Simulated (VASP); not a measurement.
BiN: density of states with PBE

Crystal: BiN.

```xyz
2
Lattice="0.0000 2.7761 2.7761 2.7761 0.0000 2.7761 2.7761 2.7761 0.0000" Properties=species:S:1:pos:R:3 pbc="T T T"
Bi    0.0000    0.0000    0.0000
N     1.3881    1.3881    1.3881
```

The cell comes from a database or a generator and needn't be the stable form of this composition.

```json
{
  "Program": "VASP 6.6.1",
  "Task": "density of states",
  "Functional": "PBE",
  "Potentials or basis": "VASP PAW PBE potentials, release 64 (Bi_d, N)",
  "Cutoff": "520 eV",
  "k mesh": "10 × 10 × 10",
  "Occupations": "gaussian, width 0.05 eV",
  "Spin": "no spin polarisation",
  "Dipole correction": "no",
  "k mesh for the DOS": "15 × 15 × 15",
  "Occupations for the DOS": "tetrahedron",
  "Further INCAR settings": "ALGO = Normal; EDIFF = 1e-07; NBANDS = 17"
}
```

```yaml
Valence_electrons_inside_the_program's_atomic_spheres: Bi 12.65; N 3.55
```

Levels at points of the mesh, in eV from the Fermi level:
| k point | band 7 | band 8 | band 9 | band 10 | band 11 | band 12 | band 13 | band 14 |
| --- | --- | --- | --- | --- | --- | --- | --- | --- |
| (0.00, 0.00, 0.00) | -7.22 | -2.01 | -2.01 | -2.01 | 2.96 | 2.96 | 2.96 | 6.21 |

States per cell in windows of 1 eV (zero at the Fermi level; states under -8 eV left out):
| from (eV) | total | N2_p | Bi1_p | Bi1_d | Bi1_s | N2_s | N2_d |
| --- | --- | --- | --- | --- | --- | --- | --- |
| -8.0 | 0.07 | 0.00 | 0.00 | 0.00 | 0.03 | 0.02 | 0.00 |
| -7.0 | 0.00 | 0.00 | 0.00 | 0.00 | 0.00 | 0.00 | 0.00 |
| -6.0 | 0.00 | 0.00 | 0.00 | 0.00 | 0.00 | 0.00 | 0.00 |
| -5.0 | 1.41 | 0.39 | 0.31 | 0.01 | 0.01 | 0.01 | 0.00 |
| -4.0 | 1.78 | 0.62 | 0.34 | 0.02 | 0.01 | 0.01 | 0.00 |
| -3.0 | 0.90 | 0.39 | 0.13 | 0.02 | 0.01 | 0.00 | 0.00 |
| -2.0 | 0.73 | 0.29 | 0.08 | 0.01 | 0.05 | 0.03 | 0.00 |
| -1.0 | 1.18 | 0.43 | 0.13 | 0.02 | 0.11 | 0.04 | 0.00 |
| 0.0 | 0.44 | 0.11 | 0.08 | 0.01 | 0.03 | 0.01 | 0.00 |
| 1.0 | 0.82 | 0.17 | 0.18 | 0.03 | 0.02 | 0.02 | 0.00 |
| 2.0 | 1.05 | 0.27 | 0.23 | 0.03 | 0.02 | 0.02 | 0.00 |
| 3.0 | 1.95 | 0.33 | 0.73 | 0.05 | 0.01 | 0.03 | 0.00 |
| 4.0 | 1.36 | 0.33 | 0.49 | 0.04 | 0.00 | 0.01 | 0.00 |
| 5.0 | 0.42 | 0.14 | 0.12 | 0.01 | 0.00 | 0.00 | 0.00 |
| 6.0 | 0.54 | 0.05 | 0.06 | 0.04 | 0.00 | 0.00 | 0.00 |
| 7.0 | 0.88 | 0.05 | 0.10 | 0.07 | 0.02 | 0.01 | 0.00 |

It took 40 s on 1 thread of Intel(R) Xeon(R) 6975P-C (Granite Rapids), on a shared host, peak memory 0.22 GiB.

Caveat: spin-orbit coupling is left out, which moves the levels of the heavy elements.
